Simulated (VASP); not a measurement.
All values below come from PBEsol GGA, VASP's PBE PAW potentials (set 64) (plane waves; VASP 6.6.1).

A VASP calculation is set up with these files.

**INCAR**
```
# general
SYSTEM = BP
PREC   = Accurate
ENCUT  = 520   # plane-wave cut-off (eV)
LREAL  = .FALSE.   # projection in real space or not
LASPH  = .TRUE.   # aspherical one-centre terms
ICHARG = 11   # fixed density

# electronic loop
EDIFF  = 1E-7   # SCF stop (eV)
NELM   = 100   # most electronic steps
ALGO   = Normal

# smearing
ISMEAR = 0
SIGMA  = 0.05   # width (eV)

# functional
GGA    = PS   # PBEsol

# output
LWAVE  = .FALSE.
LCHARG = .FALSE.
LORBIT = 11
```

POSCAR:
```
BP
1.0
  0.0000000000   2.2605481103   2.2605481103
  2.2605481103   0.0000000000   2.2605481103
  2.2605481103   2.2605481103   0.0000000000
B P
1 1
Cart
  0.0000000000   0.0000000000   0.0000000000
  1.1302740551   1.1302740551   1.1302740551
```

### KPOINTS
```
k-points along high-symmetry lines
15
Line-mode
Reciprocal
  0.000000   0.000000   0.000000 ! GAMMA
 -0.500000  -0.500000   0.000000 ! X

 -0.500000  -0.500000   0.000000 ! X
 -0.375000  -0.375000   0.250000 ! U

 -0.375000   0.000000   0.375000 ! K
  0.000000   0.000000   0.000000 ! GAMMA

  0.000000   0.000000   0.000000 ! GAMMA
 -0.000000  -0.000000   0.500000 ! L

 -0.000000  -0.000000   0.500000 ! L
 -0.500000  -0.250000   0.250000 ! W

 -0.500000  -0.250000   0.250000 ! W
 -0.500000  -0.500000   0.000000 ! X
```

POTCAR, in this order: B P (PBE.64 set). Program: vasp_std. Read from the step before: CHGCAR.

Output of the run:

File OUTCAR:
```
 ion  position               nearest neighbor table
   1  0.000  0.000  0.000-   2 1.96   2 1.96   2 1.96   2 1.96
   2  0.250  0.250  0.250-   1 1.96   1 1.96   1 1.96   1 1.96
  LATTYP: Found a face centered cubic cell.
 ALAT       =     4.5210962206
 Subroutine PRICEL returns:
 Original cell was already a primitive cell.
 Subroutine GETGRP returns: Found 24 space group operations
The static configuration has the point symmetry T_d .
The dynamic configuration has the point symmetry T_d .
 Subroutine INISYM returns: Found 24 space group operations
   k-points           NKPTS =     90   k-points in BZ     NKDIM =     90   number of bands    NBANDS=      8
   number of dos      NEDOS =    301   number of ions     NIONS =      2
   total plane-waves  NPLWV =  13824
   dimension x,y,z NGX =    24 NGY =   24 NGZ =   24
   dimension x,y,z NGXF=    48 NGYF=   48 NGZF=   48
   ions per type =               1   1
   PREC   = accura    normal or accurate (medium, high low for compatibility)
   ISTART =      0    job   : 0-new  1-cont  2-samecut
   ICHARG =     11    charge: 1-file 2-atom 10-const
   ISPIN  =      1    spin polarized calculation?
   LNONCOLLINEAR =      F non collinear calculations
   LSORBIT =      F    spin-orbit coupling
   INIWAV =      1    electr: 0-lowe 1-rand  2-diag
   ENCUT  =  520.0 eV  38.22 Ry    6.18 a.u.   5.94  5.94  5.94*2*pi/ulx,y,z
   NELM   =    100;   NELMIN=  2; NELMDL= -5     # of ELM steps
   EDIFF  = 0.1E-06   stopping-criterion for ELM
   LREAL  =      F    real-space projection
   NLSPLINE    = F    spline interpolate recip. space projectors
   LMAXMIX     =    2 max onsite mixed and CHGCAR
   VOSKOWN=      0    Vosko Wilk Nusair interpolation
   EDIFFG = 0.1E-05   stopping-criterion for IOM
   NSW    =      0    number of steps for IOM
   NBLOCK =      1;   KBLOCK =      1    inner block; outer block
   IBRION =     -1    ionic relax: 0-MD 1-quasi-New 2-CG
   NFREE  =      0    steps in history (QN), initial steepest desc. (CG)
   ISIF   =      2    stress and relaxation
   ISYM   =      2    0-nonsym 1-usesym 2-fastsym
   TEIN   =    0.0    initial temperature
   TEBEG  =    0.0;   TEEND  =   0.0 temperature during run
...
```

OSZICAR:
```
       N       E                     dE             d eps       ncg     rms          rms(c)
DAV:   1     0.119405570308E+02    0.11941E+02   -0.42147E+03  1440   0.902E+02
DAV:   2    -0.113716858962E+02   -0.23312E+02   -0.21921E+02  2296   0.109E+02
DAV:   3    -0.116292489700E+02   -0.25756E+00   -0.25756E+00  1752   0.150E+01
DAV:   4    -0.116297660541E+02   -0.51708E-03   -0.51708E-03  2320   0.677E-01
DAV:   5    -0.116297665083E+02   -0.45420E-06   -0.45420E-06  1808   0.131E-02
DAV:   6    -0.116297665123E+02   -0.40804E-08   -0.40803E-08  2328   0.647E-04
   1 F= -.11629767E+02 E0= -.11629767E+02  d E =-.341320E-13
```

File OUTCAR:
```
 val. band max:        7.5382038819   @ k =   0.0000   0.0000   0.0000

 cond. band min:       8.6517461075   @ k =  -0.4286  -0.4286   0.0000



 k-point     1 :       0.0000    0.0000    0.0000
  band No.  band energies     occupation
      1      -8.0602      2.00000
      2       7.5382      2.00000
      3       7.5382      2.00000
      4       7.5382      2.00000
      5      10.9118      0.00000
      6      10.9118      0.00000
      7      10.9118      0.00000
      8      15.0510      0.00000

 k-point     2 :      -0.0357   -0.0357    0.0000
  band No.  band energies     occupation
      1      -8.0291      2.00000
      2       7.3953      2.00000
      3       7.3953      2.00000
      4       7.4303      2.00000
      5      10.8444      0.00000
      6      11.0891      0.00000
      7      11.0891      0.00000
      8      15.1356      0.00000

 k-point     3 :      -0.0714   -0.0714    0.0000
  band No.  band energies     occupation
      1      -7.9359      2.00000
      2       7.0367      2.00000
      3       7.0367      2.00000
      4       7.1219      2.00000
      5      10.6613      0.00000
      6      11.5506      0.00000
      7      11.5506      0.00000
      8      15.3163      0.00000

 k-point     4 :      -0.1071   -0.1071    0.0000
  band No.  band energies     occupation
      1      -7.7809      2.00000
      2       6.5770      2.00000
      3       6.5770      2.00000
      4       6.6502      2.00000
      5      10.4035      0.00000
      6      12.1800      0.00000
      7      12.1800      0.00000
      8      15.3429      0.00000

 k-point     5 :      -0.1429   -0.1429    0.0000
  band No.  band energies     occupation
      1      -7.5647      2.00000
      2       6.0563      2.00000
      3       6.0893      2.00000
      4       6.0893      2.00000
      5      10.1095      0.00000
      6      12.9020      0.00000
      7      12.9020      0.00000
      8      14.9005      0.00000
...
```

The density is held fixed in this step, so its total energy and stress have no physical meaning.

The compound is BP in the zinc blende structure. It was relaxed first.
